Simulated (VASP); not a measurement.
Here is the system:

```
PtTe2
1.0
    2.01500    -3.49008     0.00000
    2.01500     3.49008     0.00000
    0.00000     0.00000     5.22000
Te Pt
2 1
Cartesian
  2.01500   1.16336   1.32588
  2.01500  -1.16336   3.89412
  0.00000   0.00000   0.00000
```

The numbers are results of LDA (Ceperley-Alder, Perdew-Zunger), VASP's LDA PAW potentials (set 64) (plane waves; VASP), not measurements. Settings: 300 eV cut-off, 7×7×5 Γ-centred mesh, Gaussian smearing of 0.050 eV, potentials Te Pt.

Question: Give the energies of bands 3 to 14 at the high-symmetry points, in eV from the Fermi level.

Answer: 
| band | Γ | M | K | A | L | H |
|---|---|---|---|---|---|---|
| 3 | -6.78 | -6.79 | -6.78 | -5.80 | -7.29 | -6.14 |
| 4 | -5.88 | -5.22 | -5.59 | -5.80 | -5.77 | -6.14 |
| 5 | -5.88 | -4.87 | -5.59 | -4.63 | -5.47 | -6.08 |
| 6 | -3.85 | -3.77 | -4.43 | -3.88 | -4.54 | -4.13 |
| 7 | -3.85 | -3.56 | -4.43 | -3.88 | -3.58 | -4.13 |
| 8 | -2.67 | -3.50 | -3.71 | -2.34 | -3.49 | -4.09 |
| 9 | -0.53 | -3.46 | -2.11 | -1.38 | -3.27 | -3.56 |
| 10 | -0.53 | -3.45 | -1.91 | -1.16 | -2.52 | -2.72 |
| 11 | 1.09 | -2.88 | -1.91 | -1.16 | -0.77 | -2.72 |
| 12 | 1.09 | 0.18 | -0.19 | 2.23 | 0.54 | 2.41 |
| 13 | 1.40 | 2.55 | -0.19 | 2.23 | 1.34 | 2.41 |
| 14 | 2.67 | 3.73 | 2.72 | 4.05 | 4.21 | 5.74 |

It has no gap at this level: it comes out as a metal or semimetal.

The structure is a typed PtTe2 crystal (P-3m1). The cell was not relaxed at this level.
